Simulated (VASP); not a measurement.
Output of a VASP run:

### OUTCAR
```
 ion  position               nearest neighbor table
   1  0.000  0.000  0.500-   4 2.46   5 2.46   6 2.46   7 2.46   6 2.46   7 2.46   4 2.46   5 2.46
                             3 2.50   3 2.50   3 2.50   3 2.50
   2  0.500  0.500  0.000-   8 2.50   8 2.50   8 2.50   8 2.50   4 2.53   4 2.53   5 2.53   5 2.53
                             6 2.53   7 2.53   6 2.53   7 2.53
   3  0.500  0.500  0.500-   4 2.46   5 2.46   6 2.46   7 2.46   4 2.46   5 2.46   6 2.46   7 2.46
                             1 2.50   1 2.50   1 2.50   1 2.50
   4  0.500  0.000  0.257-   1 2.46   3 2.46   3 2.46   1 2.46   6 2.50   6 2.50   6 2.50   6 2.50
                             2 2.53   2 2.53   8 2.53   8 2.53
   5  0.500  0.000  0.743-   1 2.46   3 2.46   3 2.46   1 2.46   7 2.50   7 2.50   7 2.50   7 2.50
                             2 2.53   2 2.53   8 2.53   8 2.53
   6  0.000  0.500  0.257-   1 2.46   3 2.46   1 2.46   3 2.46   4 2.50   4 2.50   4 2.50   4 2.50
                             2 2.53   2 2.53   8 2.53   8 2.53
   7  0.000  0.500  0.743-   1 2.46   3 2.46   1 2.46   3 2.46   5 2.50   5 2.50   5 2.50   5 2.50
                             2 2.53   2 2.53   8 2.53   8 2.53
   8  0.000  0.000  0.000-   2 2.50   2 2.50   2 2.50   2 2.50   7 2.53   4 2.53   6 2.53   7 2.53
                             5 2.53   4 2.53   5 2.53   6 2.53
  LATTYP: Found a simple tetragonal cell.
 ALAT       =     3.5333850000
 C/A-ratio  =     1.9965944838
 Subroutine PRICEL returns:
 Original cell was already a primitive cell.
 Subroutine GETGRP returns: Found 16 space group operations
The static configuration has the point symmetry D_4h.
The dynamic configuration has the point symmetry D_4h.
 Subroutine INISYM returns: Found 16 space group operations
 Subroutine IBZKPT returns following result:
 Found     20 irreducible k-points:

 Following reciprocal coordinates:
            Coordinates               Weight
  0.000000  0.000000  0.000000      1.000000
  0.166667  0.000000  0.000000      4.000000
  0.333333  0.000000  0.000000      4.000000
  0.500000  0.000000  0.000000      2.000000
  0.166667  0.166667  0.000000      4.000000
  0.333333  0.166667  0.000000      8.000000
  0.500000  0.166667  0.000000      4.000000
  0.333333  0.333333  0.000000      4.000000
  0.500000  0.333333  0.000000      4.000000
  0.500000  0.500000  0.000000      1.000000
  0.000000  0.000000  0.333333      2.000000
  0.166667  0.000000  0.333333      8.000000
  0.333333  0.000000  0.333333      8.000000
  0.500000  0.000000  0.333333      4.000000
  0.166667  0.166667  0.333333      8.000000
  0.333333  0.166667  0.333333     16.000000
  0.500000  0.166667  0.333333      8.000000
  0.333333  0.333333  0.333333      8.000000
  0.500000  0.333333  0.333333      8.000000
  0.500000  0.500000  0.333333      2.000000
   k-points           NKPTS =     20   k-points in BZ     NKDIM =     20   number of bands    NBANDS=     46
   number of dos      NEDOS =    301   number of ions     NIONS =      8
   total plane-waves  NPLWV =  16000
   dimension x,y,z NGX =    20 NGY =   20 NGZ =   40
   dimension x,y,z NGXF=    40 NGYF=   40 NGZF=   80
   ions per type =               1   6   1
   PREC   = accura    normal or accurate (medium, high low for compatibility)
   ISTART =      0    job   : 0-new  1-cont  2-samecut
   ICHARG =      2    charge: 1-file 2-atom 10-const
   ISPIN  =      1    spin polarized calculation?
   LNONCOLLINEAR =      F non collinear calculations
   LSORBIT =      F    spin-orbit coupling
   INIWAV =      1    electr: 0-lowe 1-rand  2-diag
   ENCUT  =  300.0 eV  22.05 Ry    4.70 a.u.   4.99  4.99  9.96*2*pi/ulx,y,z
   NELM   =    100;   NELMIN=  2; NELMDL= -5     # of ELM steps
   EDIFF  = 0.1E-05   stopping-criterion for ELM
   LREAL  =      F    real-space projection
   NLSPLINE    = F    spline interpolate recip. space projectors
   LMAXMIX     =    4 max onsite mixed and CHGCAR
   VOSKOWN=      0    Vosko Wilk Nusair interpolation
   EDIFFG = 0.1E-04   stopping-criterion for IOM
   NSW    =      0    number of steps for IOM
   NBLOCK =      1;   KBLOCK =      1    inner block; outer block
   IBRION =     -1    ionic relax: 0-MD 1-quasi-New 2-CG
   NFREE  =      0    steps in history (QN), initial steepest desc. (CG)
   ISIF   =      2    stress and relaxation
   ISYM   =      2    0-nonsym 1-usesym 2-fastsym
   TEIN   =    0.0    initial temperature
   TEBEG  =    0.0;   TEEND  =   0.0 temperature during run
...
```

### OSZICAR
```
       N       E                     dE             d eps       ncg     rms          rms(c)
DAV:   1     0.535644527154E+03    0.53564E+03   -0.23502E+04  1914   0.229E+03
DAV:   2     0.193752557333E+02   -0.51627E+03   -0.49949E+03  1840   0.527E+02
DAV:   3    -0.553273256045E+02   -0.74703E+02   -0.70594E+02  1888   0.172E+02
DAV:   4    -0.587674277785E+02   -0.34401E+01   -0.33951E+01  2078   0.419E+01
DAV:   5    -0.588465748577E+02   -0.79147E-01   -0.79125E-01  2034   0.594E+00    0.274E+01
DAV:   6    -0.579658832809E+02    0.88069E+00   -0.11995E+02  2184   0.107E+02    0.233E+01
DAV:   7    -0.512003221512E+02    0.67656E+01   -0.35851E+01  2126   0.620E+01    0.594E+00
DAV:   8    -0.521673243544E+02   -0.96700E+00   -0.53509E+00  2550   0.407E+01    0.132E+01
DAV:   9    -0.511464812417E+02    0.10208E+01   -0.38793E+00  2378   0.293E+01    0.301E+00
DAV:  10    -0.511576102463E+02   -0.11129E-01   -0.62375E-01  2698   0.155E+01    0.329E+00
DAV:  11    -0.510800242668E+02    0.77586E-01   -0.24374E-01  2360   0.942E+00    0.595E-01
DAV:  12    -0.510787625832E+02    0.12617E-02   -0.32375E-02  2176   0.168E+00    0.277E-01
DAV:  13    -0.510784218129E+02    0.34077E-03   -0.42438E-03  1992   0.807E-01    0.148E-01
DAV:  14    -0.510782476362E+02    0.17418E-03   -0.10988E-03  2046   0.503E-01    0.497E-02
DAV:  15    -0.510782513329E+02   -0.36967E-05   -0.11439E-04  2186   0.128E-01    0.257E-02
DAV:  16    -0.510782452757E+02    0.60572E-05   -0.18381E-05  2220   0.715E-02    0.770E-03
DAV:  17    -0.510782447630E+02    0.51265E-06   -0.40719E-06  1752   0.177E-02
   1 F= -.51078245E+02 E0= -.51011239E+02  d E =-.134011E+00
```

### OUTCAR
```
------------------------ aborting loop because EDIFF is reached ----------------------------------------
  FORCE on cell =-STRESS in cart. coord.  units (eV):
  Direction    XX          YY          ZZ          XY          YZ          ZX
  --------------------------------------------------------------------------------------
  Total       -3.8780120     -3.8780120     -3.7037896      0.0000000     -0.0000000      0.0000000
  in kB      -70.5434958    -70.5434958    -67.3742802      0.0000000     -0.0000000      0.0000000
  external PRESSURE =     -69.4870906 kB  Pullay stress =       0.0000000 kB
  volume of cell :       88.08
      direct lattice vectors                 reciprocal lattice vectors
     3.533385000  0.000000000  0.000000000     0.283014730  0.000000000  0.000000000
     0.000000000  3.533385000  0.000000000     0.000000000  0.283014730  0.000000000
     0.000000000  0.000000000  7.054737000     0.000000000  0.000000000  0.141748729
 POSITION                                       TOTAL-FORCE (eV/Angst)
 -----------------------------------------------------------------------------------
      0.00000      0.00000      3.52737        -0.000000     -0.000000      0.000000
      1.76669      1.76669      0.00000        -0.000000     -0.000000      0.000000
      1.76669      1.76669      3.52737        -0.000000     -0.000000      0.000000
      1.76669      0.00000      1.81152        -0.000000     -0.000000      0.000136
      1.76669      0.00000      5.24322        -0.000000      0.000000     -0.000136
      0.00000      1.76669      1.81152        -0.000000     -0.000000      0.000136
      0.00000      1.76669      5.24322         0.000000     -0.000000     -0.000136
      0.00000      0.00000      0.00000        -0.000000     -0.000000      0.000000
 -----------------------------------------------------------------------------------
    total drift:                               -0.000000      0.000000     -0.000000
  FREE ENERGIE OF THE ION-ELECTRON SYSTEM (eV)
  ---------------------------------------------------
  free  energy   TOTEN  =       -51.0782447630 eV

  energy  without entropy=      -50.9442341018  energy(sigma->0) =      -51.01123943
```
(Selected blocks of OUTCAR.)

POSCAR:
```
SiNi6Ge
1
    3.5333850000     0.0000000000     0.0000000000
    0.0000000000     3.5333850000     0.0000000000
    0.0000000000     0.0000000000     7.0547370000
Si Ni Ge
1 6 1
Direct
  0.0000000000   0.0000000000   0.5000000000
  0.5000000000   0.5000000000   0.0000000000
  0.5000000000   0.5000000000   0.5000000000
  0.5000000000   0.0000000000   0.2567800000
  0.5000000000   0.0000000000   0.7432200000
  0.0000000000   0.5000000000   0.2567800000
  0.0000000000   0.5000000000   0.7432200000
  0.0000000000   0.0000000000   0.0000000000
```

Q: Reconstruct the remaining input files.

A: One answer among several that fit: the input of the run itself, PBEsol GGA, plane waves, VASP's PBE PAW potentials (set 64).

**INCAR**
```
SYSTEM=SiNi6Ge
PREC=Accurate; ENCUT=300; LREAL=F
LASPH=T
EDIFF=1E-6; NELM=100; ALGO=Normal
LMAXMIX=4
ISMEAR=-1; SIGMA=0.1
GGA=PS
ISIF=2
LWAVE=F; LCHARG=F
```

**KPOINTS**
```
Regular mesh
0
G
6 6 3
0 0 0
```

POTCAR, in this order: Si Ni Ge_d (PBE.64 set). Program: vasp_std.

At this cut-off the stress carries a Pulay error, which pulls relaxed volumes low.

The structure comes from a computed database's SiNi6Ge entry (P4/mmm); how it stands against other phases isn't given here. The cell was not relaxed at this level. The run is not spin-polarised, so no magnetic state was tried.
